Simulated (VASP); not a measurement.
Given:

```
CELL_PARAMETERS angstrom
      3.90827     0.00000     0.00000
      0.00000     3.90827     0.00000
      0.00000     0.00000     4.05746
ATOMIC_POSITIONS crystal
  Ba 0.00000 0.00000 0.00598
  Ti 0.50000 0.50000 0.52489
  O  0.50000 0.50000 0.96670
  O  0.00000 0.50000 0.48322
  O  0.50000 0.00000 0.48322
```

Level of theory: PBE GGA with D3 dispersion (zero damping), VASP's PBE PAW potentials (set 64) (plane waves; VASP 6.6.1). Settings: 520 eV cut-off, 6×6×6 Γ-centred mesh, Gaussian smearing of 0.050 eV, potentials Ba_sv Ti_sv O.

**Question.** The ions and cell shape at fixed volume are relaxed. What does this cell relax into?

**Answer.** 
```
CELL_PARAMETERS angstrom
      3.94661     0.00000     0.00000
      0.00000     3.94661     0.00000
      0.00000     0.00000     3.97902
ATOMIC_POSITIONS crystal
  Ba 0.00000 0.00000 0.99760
  Ti 0.50000 0.50000 0.50904
  O  0.50000 0.50000 0.98268
  O  0.00000 0.50000 0.48734
  O  0.50000 0.00000 0.48734
```
Space group P4mm (99), at a tolerance of 0.03 Å.

**Question.** How much energy does the relaxation gain?

**Answer.** The energy (σ→0) changes by -7.6 meV/atom, in 8 ionic steps.

The compound is BaTiO3 in the tetragonal perovskite structure. This cell is one point of a volume scan, at 0.94 of the reference volume. Symmetry was kept, so distortions that lower it aren't found.
